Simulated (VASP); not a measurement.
Output of a VASP run:

**OSZICAR**
```
       N       E                     dE             d eps       ncg     rms          rms(c)
DAV:   1     0.415302344234E+02    0.41530E+02   -0.43289E+03  1952   0.956E+02
DAV:   2    -0.880934109544E+01   -0.50340E+02   -0.48627E+02  1944   0.205E+02
DAV:   3    -0.939649616590E+01   -0.58716E+00   -0.58654E+00  2664   0.295E+01
DAV:   4    -0.940069777201E+01   -0.42016E-02   -0.42005E-02  2648   0.192E+00
DAV:   5    -0.940071572008E+01   -0.17948E-04   -0.17948E-04  2768   0.715E-02    0.152E+01
DAV:   6    -0.894005723859E+01    0.46066E+00   -0.94938E-01  2216   0.137E+01    0.630E+00
DAV:   7    -0.885095250411E+01    0.89105E-01   -0.31849E-01  2496   0.739E+00    0.152E+00
DAV:   8    -0.884593461489E+01    0.50179E-02   -0.18348E-03  2096   0.665E-01    0.673E-01
DAV:   9    -0.884452909158E+01    0.14055E-02   -0.11444E-03  2448   0.562E-01    0.118E-02
DAV:  10    -0.884453520499E+01   -0.61134E-05   -0.46488E-06  2576   0.222E-02    0.697E-03
DAV:  11    -0.884453571368E+01   -0.50869E-06   -0.26255E-07  1616   0.536E-03
   1 F= -.88445357E+01 E0= -.88444164E+01  d E =-.884454E+01
       N       E                     dE             d eps       ncg     rms          rms(c)
DAV:   1    -0.946216169129E+01   -0.61763E+00   -0.26106E+01  2040   0.825E+01    0.549E+00
DAV:   2    -0.878534961566E+01    0.67681E+00   -0.21064E+00  2064   0.189E+01    0.340E+00
DAV:   3    -0.873525852980E+01    0.50091E-01   -0.21655E-01  2472   0.544E+00    0.193E+00
DAV:   4    -0.873496950077E+01    0.28903E-03   -0.49873E-03  2496   0.485E-01    0.553E-01
DAV:   5    -0.873525246424E+01   -0.28296E-03   -0.63209E-04  2664   0.214E-01    0.534E-02
DAV:   6    -0.873529041262E+01   -0.37948E-04   -0.19684E-05  2544   0.316E-02    0.137E-03
DAV:   7    -0.873529036387E+01    0.48743E-07   -0.18538E-07  1520   0.468E-03
   2 F= -.87352904E+01 E0= -.87351405E+01  d E =0.109245E+00
       N       E                     dE             d eps       ncg     rms          rms(c)
DAV:   1    -0.928416196684E+01   -0.54887E+00   -0.16051E+01  2032   0.650E+01    0.654E+00
DAV:   2    -0.889637641988E+01    0.38779E+00   -0.97954E-01  2080   0.137E+01    0.136E+00
DAV:   3    -0.885380762525E+01    0.42569E-01   -0.19404E-01  2288   0.556E+00    0.543E-01
DAV:   4    -0.885402368442E+01   -0.21606E-03   -0.15284E-03  2520   0.400E-01    0.270E-01
DAV:   5    -0.885437962482E+01   -0.35594E-03   -0.10966E-03  2592   0.266E-01    0.200E-02
DAV:   6    -0.885440554378E+01   -0.25919E-04   -0.18371E-05  2464   0.351E-02    0.428E-03
DAV:   7    -0.885440583392E+01   -0.29014E-06   -0.37194E-07  1792   0.519E-03
   3 F= -.88544058E+01 E0= -.88542867E+01  d E =-.987012E-02
       N       E                     dE             d eps       ncg     rms          rms(c)
DAV:   1    -0.885446454475E+01   -0.59001E-04   -0.16543E-03  2064   0.669E-01    0.581E-02
DAV:   2    -0.885442635189E+01    0.38193E-04   -0.10157E-04  2128   0.138E-01    0.205E-02
DAV:   3    -0.885442273493E+01    0.36170E-05   -0.19603E-05  2352   0.555E-02    0.729E-03
DAV:   4    -0.885442316484E+01   -0.42991E-06   -0.41870E-07  1040   0.711E-03
   4 F= -.88544232E+01 E0= -.88543041E+01  d E =-.988745E-02
```

### OUTCAR
```
------------------------ aborting loop because EDIFF is reached ----------------------------------------
  FORCE on cell =-STRESS in cart. coord.  units (eV):
  Direction    XX          YY          ZZ          XY          YZ          ZX
  --------------------------------------------------------------------------------------
  Total       -0.0032741     -0.0032741     -0.0032741      0.0000000      0.0000000      0.0000000
  in kB       -0.3615047     -0.3615047     -0.3615047      0.0000000      0.0000000      0.0000000
  external PRESSURE =      -0.3615047 kB  Pullay stress =       0.0000000 kB
  volume of cell :       14.51
      direct lattice vectors                 reciprocal lattice vectors
     0.000000000  1.935914827  1.935914827    -0.258275825  0.258275825  0.258275825
     1.935914827  0.000000000  1.935914827     0.258275825 -0.258275825  0.258275825
     1.935914827  1.935914827  0.000000000     0.258275825  0.258275825 -0.258275825
 POSITION                                       TOTAL-FORCE (eV/Angst)
 -----------------------------------------------------------------------------------
      0.00000      0.00000      0.00000        -0.000000      0.000000     -0.000000
 -----------------------------------------------------------------------------------
    total drift:                                0.000000      0.000000      0.000000
  FREE ENERGIE OF THE ION-ELECTRON SYSTEM (eV)
  ---------------------------------------------------
  free  energy   TOTEN  =        -8.8544231648 eV

  energy  without entropy=       -8.8540658218  energy(sigma->0) =       -8.85430405

 reached required accuracy - stopping structural energy minimisation
```
(Selected blocks of OUTCAR.)

**POSCAR**
```
Ir
1
    0.0000000000     1.9200000000     1.9200000000
    1.9200000000     0.0000000000     1.9200000000
    1.9200000000     1.9200000000     0.0000000000
Ir
1
Direct
  0.0000000000   0.0000000000   0.0000000000
```

Task: Write an INCAR and KPOINTS that could have produced this output.

Result: One answer among several that fit: the input of the run itself, PBE GGA, plane waves, VASP's PBE PAW potentials (set 64).

**KPOINTS**
```
K-points
0
gamma
  15 15 15
```

INCAR:
```
LMAXMIX=6
SIGMA=0.1
LASPH=.TRUE.
ISMEAR=1   ! Methfessel-Paxton
IBRION=2   ! conjugate gradients
LWAVE=.FALSE.
SYSTEM=Ir
EDIFFG=-0.01   ! ionic stop
ENCUT=480
LCHARG=.FALSE.
ALGO=Normal   ! blocked Davidson
NSW=60   ! most ionic steps
LREAL=.FALSE.   ! projection in real space or not
NELM=100
ISIF=3   ! ions, shape and volume
PREC=Accurate
EDIFF=1E-6
GGA=PE
```

POTCAR, in this order: Ir (PBE.64 set). Program: vasp_std.

Energy and stress use the plane-wave basis of the starting cell.

The compound is Ir in the fcc structure. This run relaxes it. Symmetry was kept, so distortions that lower it aren't found.
